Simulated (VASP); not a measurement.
Input for VASP

### POSCAR
```
LiH
3.9803350
  0.0000000000   0.5000000104   0.5000000104
  0.5000000104   0.0000000000   0.5000000104
  0.5000000104   0.5000000104   0.0000000000
Li H
1 1
Direct
  0.0000000000   0.0000000000   1.0000000000
  0.5000000000   0.5000000000   0.5000000000
```

### INCAR
```
ALGO=Normal
EDIFF=1E-7
ENCUT=520
GGA=PS
ISIF=2
ISMEAR=-5
LASPH=.TRUE.
LCHARG=.TRUE.
LORBIT=11
LREAL=.FALSE.
LWAVE=.FALSE.
NEDOS=601
NELM=100
PREC=Accurate
SYSTEM=LiH
```

File KPOINTS:
```
Automatic mesh
0
gamma
  13 13 13
0 0 0
```

POTCAR, in this order: Li_sv H (PBE.64 set). Program: vasp_std.

**Question.** Translate this PBEsol calculation to Ansatz.

**Answer.** One equivalent input (not run):
Ansatz 0.2 input:
```yaml
crystal:
  lattice:
    - [0.0000000, 1.9901675, 1.9901675]
    - [1.9901675, 0.0000000, 1.9901675]
    - [1.9901675, 1.9901675, 0.0000000]
  atoms:
    - { symbol: Li, position: [0.0000000, 0.0000000, 1.0000000] }
    - { symbol: H, position: [0.5000000, 0.5000000, 0.5000000] }
kpoints:
  mp_grid: { grid: [13, 13, 13] }
hamiltonian:
  xc: pbesol
  pseudopotentials: { kind: paw }
scf:
  occupations: { method: tetrahedron }
  max_iter: 100
output: { forces: true, stress: true, eigenvalues: true }
```
The two are equivalent in intent, not identical: each code has its own PAW files, so the cut-off isn't converted (ENCUT is set for VASP's; basis.ecutwfc is left out, and Ansatz then takes the one that its files recommend); Ansatz stops its SCF on the density residual and VASP on the energy change (EDIFF).

The structure comes from a measured LiH entry (Fm-3m) of the Crystallography Open Database, whose conditions weren't checked. It was relaxed first, which changed the volume by -7 %.
